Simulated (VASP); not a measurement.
Calculation: rev-vdW-DF2, VASP's PBE PAW potentials (set 64) (plane waves; VASP 6.6.1).

Input for VASP

POSCAR:
```
CdSe
1
    0.0000000000     3.0250000000     3.0250000000
    3.0250000000     0.0000000000     3.0250000000
    3.0250000000     3.0250000000     0.0000000000
Cd Se
1 1
Direct
  0.0000000000   0.0000000000   0.0000000000
  0.2500000000   0.2500000000   0.2500000000
```

**INCAR**
```
SYSTEM = CdSe
PREC = Accurate
ENCUT = 520
EDIFF = 1E-6
NELM = 100
ALGO = Normal
LREAL = .FALSE.
LASPH = .TRUE.
ISMEAR = 0
SIGMA = 0.05
GGA = MK
PARAM1 = 0.1234568
PARAM2 = 0.7114
ZAB_VDW = -1.8867
LUSE_VDW = .TRUE.
AGGAC = 0.0
LMAXMIX = 4
LWAVE = .FALSE.
LCHARG = .FALSE.
IBRION = 2
ISIF = 3
NSW = 60
EDIFFG = -0.01
```

File KPOINTS:
```
Automatic mesh
0
Gamma
7 7 7
0 0 0
```

POTCAR, in this order: Cd Se (PBE.64 set). Program: vasp_std.

Output of the run:

**OUTCAR**
```
 ion  position               nearest neighbor table
   1  0.000  0.000  0.000-   2 2.62   2 2.62   2 2.62   2 2.62
   2  0.250  0.250  0.250-   1 2.62   1 2.62   1 2.62   1 2.62
  LATTYP: Found a face centered cubic cell.
 ALAT       =     6.0500000000
 Subroutine PRICEL returns:
 Original cell was already a primitive cell.
 Subroutine GETGRP returns: Found 24 space group operations
The static configuration has the point symmetry T_d .
The dynamic configuration has the point symmetry T_d .
 Subroutine INISYM returns: Found 24 space group operations
 Subroutine IBZKPT returns following result:
 Found     20 irreducible k-points:

 Following reciprocal coordinates:
            Coordinates               Weight
  0.000000  0.000000  0.000000      1.000000
  0.142857  0.000000  0.000000      8.000000
  0.285714  0.000000  0.000000      8.000000
  0.428571  0.000000  0.000000      8.000000
  0.142857  0.142857  0.000000      6.000000
  0.285714  0.142857  0.000000     24.000000
  0.428571  0.142857  0.000000     24.000000
 -0.428571  0.142857  0.000000     24.000000
 -0.285714  0.142857  0.000000     24.000000
 -0.142857  0.142857  0.000000     12.000000
  0.285714  0.285714  0.000000      6.000000
  0.428571  0.285714  0.000000     24.000000
 -0.428571  0.285714  0.000000     24.000000
 -0.285714  0.285714  0.000000     12.000000
  0.428571  0.428571  0.000000      6.000000
 -0.428571  0.428571  0.000000     12.000000
  0.428571  0.285714  0.142857     24.000000
 -0.428571  0.285714  0.142857     48.000000
 -0.428571  0.428571  0.142857     24.000000
 -0.285714  0.428571  0.142857     24.000000
   k-points           NKPTS =     20   k-points in BZ     NKDIM =     20   number of bands    NBANDS=     13
   number of dos      NEDOS =    301   number of ions     NIONS =      2
   total plane-waves  NPLWV =  32768
   dimension x,y,z NGX =    32 NGY =   32 NGZ =   32
...
```

OSZICAR:
```
       N       E                     dE             d eps       ncg     rms          rms(c)
DAV:   1     0.113399018226E+03    0.11340E+03   -0.89453E+03   528   0.124E+03
DAV:   2     0.322445860466E+01   -0.11017E+03   -0.10619E+03   575   0.291E+02
DAV:   3    -0.148304995577E+01   -0.47075E+01   -0.46942E+01   640   0.621E+01
DAV:   4    -0.150752492118E+01   -0.24475E-01   -0.24473E-01   545   0.446E+00
DAV:   5    -0.150767257886E+01   -0.14766E-03   -0.14766E-03   615   0.318E-01    0.651E+00
DAV:   6    -0.114424512953E+01    0.36343E+00   -0.70522E-01   708   0.114E+01    0.505E+00
DAV:   7    -0.112308947588E+01    0.21156E-01   -0.16227E-01   565   0.311E+00    0.221E+00
DAV:   8    -0.112286270319E+01    0.22677E-03   -0.14750E-02   525   0.184E+00    0.237E-01
DAV:   9    -0.112275135939E+01    0.11134E-03   -0.19561E-03   575   0.694E-01    0.508E-02
DAV:  10    -0.112276371142E+01   -0.12352E-04   -0.20251E-04   570   0.219E-01    0.398E-02
DAV:  11    -0.112277711157E+01   -0.13400E-04   -0.31677E-05   530   0.559E-02    0.114E-02
DAV:  12    -0.112277634792E+01    0.76365E-06   -0.64313E-06   545   0.387E-02
   1 F= -.11227763E+01 E0= -.11227763E+01  d E =-.112278E+01
       N       E                     dE             d eps       ncg     rms          rms(c)
DAV:   1    -0.197961120750E+01   -0.85683E+00   -0.18039E+01   560   0.580E+01    0.803E+00
DAV:   2    -0.124709639693E+01    0.73251E+00   -0.17293E+00   530   0.207E+01    0.278E+00
DAV:   3    -0.115942993822E+01    0.87666E-01   -0.20691E-01   570   0.534E+00    0.248E+00
DAV:   4    -0.114647039619E+01    0.12960E-01   -0.15831E-02   525   0.102E+00    0.580E-01
DAV:   5    -0.114556009227E+01    0.91030E-03   -0.21916E-03   580   0.619E-01    0.782E-02
DAV:   6    -0.114557699805E+01   -0.16906E-04   -0.29514E-04   530   0.192E-01    0.493E-02
DAV:   7    -0.114558652263E+01   -0.95246E-05   -0.10645E-05   560   0.277E-02    0.185E-02
DAV:   8    -0.114558567658E+01    0.84605E-06   -0.20803E-06   382   0.214E-02
   2 F= -.11455857E+01 E0= -.11455857E+01  d E =-.228093E-01
       N       E                     dE             d eps       ncg     rms          rms(c)
DAV:   1    -0.120948349038E+01   -0.63897E-01   -0.12512E+00   575   0.146E+01    0.175E+00
DAV:   2    -0.115448956632E+01    0.54994E-01   -0.14540E-01   560   0.594E+00    0.571E-01
DAV:   3    -0.114912944084E+01    0.53601E-02   -0.15184E-02   545   0.134E+00    0.490E-01
DAV:   4    -0.114860162497E+01    0.52782E-03   -0.94670E-04   525   0.314E-01    0.790E-02
DAV:   5    -0.114857243350E+01    0.29191E-04   -0.15144E-04   595   0.185E-01    0.382E-02
DAV:   6    -0.114857511168E+01   -0.26782E-05   -0.26837E-05   550   0.684E-02    0.120E-02
DAV:   7    -0.114857475195E+01    0.35973E-06   -0.90622E-07   350   0.645E-03
   3 F= -.11485748E+01 E0= -.11485748E+01  d E =-.257984E-01
```

OUTCAR:
```
------------------------ aborting loop because EDIFF is reached ----------------------------------------
  FORCE on cell =-STRESS in cart. coord.  units (eV):
  Direction    XX          YY          ZZ          XY          YZ          ZX
  --------------------------------------------------------------------------------------
  Total        0.0027915      0.0027915      0.0027915     -0.0000000      0.0000000     -0.0000000
  in kB        0.0766333      0.0766333      0.0766333     -0.0000000      0.0000000     -0.0000000
  external PRESSURE =       0.0766333 kB  Pullay stress =       0.0000000 kB
  volume of cell :       58.36
      direct lattice vectors                 reciprocal lattice vectors
    -0.000000000  3.078710355  3.078710355    -0.162405664  0.162405664  0.162405664
     3.078710355 -0.000000000  3.078710355     0.162405664 -0.162405664  0.162405664
     3.078710355  3.078710355 -0.000000000     0.162405664  0.162405664 -0.162405664
  FREE ENERGIE OF THE ION-ELECTRON SYSTEM (eV)
  ---------------------------------------------------
  free  energy   TOTEN  =        -1.1485747520 eV

  energy  without entropy=       -1.1485747518  energy(sigma->0) =       -1.14857475

 reached required accuracy - stopping structural energy minimisation
```
(Selected blocks of OUTCAR.)

**CONTCAR**
```
CdSe
   1.00000000000000
    -0.0000000000000000    3.0787103551177171    3.0787103551177171
     3.0787103551177171   -0.0000000000000000    3.0787103551177171
     3.0787103551177171    3.0787103551177171   -0.0000000000000000
  Cd              Se
     1     1
Direct
     0.0000000000000000    0.0000000000000000    0.0000000000000000
     0.2500000000000000    0.2500000000000000    0.2500000000000000
```

Energy and stress use the plane-wave basis of the starting cell.

The compound is CdSe in the zinc blende structure, whereas wurtzite is the usual form. This run relaxes it. Symmetry was kept, so distortions that lower it aren't found.
